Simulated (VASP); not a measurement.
Input of a VASP 6.6.1 run:

File INCAR:

```
ALGO = Normal
EDIFF = 1E-7
ENCUT = 520
GGA = PE
ISIF = 2
ISMEAR = -1
ISPIN = 2
LASPH = True
LCHARG = False
LMAXMIX = 4
LORBIT = 11
LREAL = False
LWAVE = False
MAGMOM = 1 1 1 1 0 0 0
NBANDS = 40
NELM = 100
PREC = Accurate
SIGMA = 0.05
```

File KPOINTS:

```
k-points
0
Gamma
  7 7 7
```

Contents of POSCAR:

```
Ni4N3
1.0
    3.9611120000      0.0000000000      0.0000000000
    0.0000000000      3.9611120000      0.0000000000
    0.0000000000      0.0000000000      3.9611120000
Ni N
4 3
Direct
    0.0000000000      0.0000000000      0.5000000000
    0.5000000000      0.5000000000      0.5000000000
    0.5000000000      0.0000000000      0.0000000000
    0.0000000000      0.5000000000      0.0000000000
    0.5000000000      0.5000000000      0.0000000000
    0.0000000000      0.5000000000      0.5000000000
    0.5000000000      0.0000000000      0.5000000000
```

Potentials or basis: VASP PAW PBE potentials, release 64 (Ni, N).

Command:

```sh
$ cat potpaw_PBE.64/Ni/POTCAR potpaw_PBE.64/N/POTCAR > POTCAR
$ mpirun -np 1 vasp_std > vasp.out
```

(1) Predict the band gap on the k mesh.

(2) Predict the pressure.

(3) Estimate the net moment.

Answers

(1) none (metal or under the smearing width).

(2) 1.1 GPa.

(3) 0.00 μB per cell.
